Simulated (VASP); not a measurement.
VASP runs on CdCu$_{2}$GeSe$_{4}$ (space group I-42m) share one base input (LDA (Ceperley-Alder, Perdew-Zunger), plane waves, VASP's LDA PAW potentials (set 64)) and change the settings named in each case.

KPOINTS:
```
kpoints
0
G
  3 3 3
0 0 0
```

**POSCAR**
```
CdCu2GeSe4
6.8603760
 -0.4189420522   0.4189420522   0.8055899560
  0.4189420522  -0.4189420522   0.8055899560
  0.4189420522   0.4189420522  -0.8055899560
Ge Cu Se Cd
1 2 4 1
Cart
  0.0000000000   0.0000000000   0.8055899560
  0.4189420522   0.0000000000   0.4027949780
  0.0000000000   0.4189420522   0.4027949780
  0.2266476502   0.2266476502   0.2154147542
 -0.1922944019   0.1922944019   0.5901752018
  0.1922944019   0.1922944019   1.0210047102
  0.1922944019  -0.1922944019   0.5901752018
  0.0000000000   0.0000000000   0.0000000000
```

### INCAR
```
# general
SYSTEM   =  CdCu2GeSe4
PREC     =  Accurate
ENCUT    =  300
LREAL    =  .FALSE.
LASPH    =  .TRUE.

# electronic loop
EDIFF    =  1E-6
NELM     =  100
ALGO     =  Normal
LMAXMIX  =  4

# smearing
ISMEAR   =  0
SIGMA    =  0.2

# ions
ISIF     =  2

# output
LWAVE    =  .FALSE.
LCHARG   =  .FALSE.
```

POTCAR, in this order: Ge_d Cu Se Cd (LDA.64 set). Program: vasp_std.

```tsv
change	E(σ→0) (eV/atom)	pressure (GPa)	largest force (eV/Å)	−TS (eV)
base run	-4.3897	-2.59	0.496	-0.0127
GGA = PS, POTCAR Ge_d Cu Se Cd (PBE.64 set)	-4.0772	(withheld)	(withheld)	(withheld)
GGA_COMPAT = .FALSE., LNONCOLLINEAR = .TRUE., LSORBIT = .TRUE., MAGMOM = 0.0 0.0 0.0 0.0 0.0 0.0 0.0 0.0 0.0 0.0 0.0 0.0 0.0 0.0 0.0 0.0 0.0 0.0 0.0 0.0 0.0 0.0 0.0 0.0, program vasp_ncl	-4.4065	(withheld)	(withheld)	(withheld)
KPOINTS 5×5×5 Γ-centred mesh	-4.3936	-2.75	0.496	-0.0041
LDAU = .TRUE., LDAUJ = 0 0 0 0, LDAUL = -1 2 -1 -1, LDAUTYPE = 2, LDAUU = 0 1.0 0 0	-4.3089	-2.57	0.466	-0.0132
```

Question: Complete the blanks.

Answer: 
- GGA_COMPAT = .FALSE., LNONCOLLINEAR = .TRUE., LSORBIT = .TRUE., MAGMOM = 0.0 0.0 0.0 0.0 0.0 0.0 0.0 0.0 0.0 0.0 0.0 0.0 0.0 0.0 0.0 0.0 0.0 0.0 0.0 0.0 0.0 0.0 0.0 0.0, program vasp_ncl, pressure (GPa): -2.65
- GGA_COMPAT = .FALSE., LNONCOLLINEAR = .TRUE., LSORBIT = .TRUE., MAGMOM = 0.0 0.0 0.0 0.0 0.0 0.0 0.0 0.0 0.0 0.0 0.0 0.0 0.0 0.0 0.0 0.0 0.0 0.0 0.0 0.0 0.0 0.0 0.0 0.0, program vasp_ncl, largest force (eV/Å): 0.503
- GGA_COMPAT = .FALSE., LNONCOLLINEAR = .TRUE., LSORBIT = .TRUE., MAGMOM = 0.0 0.0 0.0 0.0 0.0 0.0 0.0 0.0 0.0 0.0 0.0 0.0 0.0 0.0 0.0 0.0 0.0 0.0 0.0 0.0 0.0 0.0 0.0 0.0, program vasp_ncl, −TS (eV): -0.0111
- GGA = PS, POTCAR Ge_d Cu Se Cd (PBE.64 set), pressure (GPa): -0.48
- GGA = PS, POTCAR Ge_d Cu Se Cd (PBE.64 set), largest force (eV/Å): 0.456
- GGA = PS, POTCAR Ge_d Cu Se Cd (PBE.64 set), −TS (eV): -0.0131

Energies of different potentials or functionals have different zeros.  At 300 eV the pressure can carry a Pulay error.

Left out are runs that ran out of time, are held back, or changed the cell or the kind of run, fixed moments of cells without a moment, rows past the twelfth, gaps on odd meshes, pressures of charged cells and columns that move by less than the noise.

The structure comes from a measured CdCu2GeSe4 entry of the Crystallography Open Database, whose conditions weren't checked. The cell was not relaxed at this level, forces remain on its atoms.
